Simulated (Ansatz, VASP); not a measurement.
## Two plane-wave programs on Sc4Si

```xyz
5
Lattice="4.9885 0.0000 0.0000 0.0000 4.9885 0.0000 0.0000 0.0000 4.9885" Properties=species:S:1:pos:R:3 pbc="T T T"
Sc    0.0000    2.4943    2.4943
Sc    2.4943    0.0000    2.4943
Sc    2.4943    2.4943    0.0000
Sc    2.4943    2.4943    2.4943
Si    0.0000    0.0000    0.0000
```

Alike in both runs: task relaxation of cell and atoms; functional PBE; k mesh 8 × 8 × 8; occupations gaussian, width 0.1 eV; no spin polarisation.

|  | VASP | Ansatz |
| --- | --- | --- |
| version | VASP 6.6.1 | Ansatz 0.2.0 |
| potentials or method | VASP PAW PBE potentials, release 64 (Sc_sv, Si) | scalar-relativistic, plane waves, PAW |
| plane-wave cutoff (eV) | 600 | 420 |
| valence electrons in the cell | 48 | 48 |

|  | VASP | Ansatz | Ansatz less VASP |
| --- | --- | --- | --- |
| gap on the k mesh at the Fermi level, each at its own relaxed structure (eV) | none | none | - |
| relaxed volume (Å³/atom) | 24.61 | 24.49 | -0.125 |
| relaxed cell length with the largest relative difference (Å) | 4.974 | 4.966 | -0.0084 |

A gap of «none» marks a metal or a gap that the smearing closes.
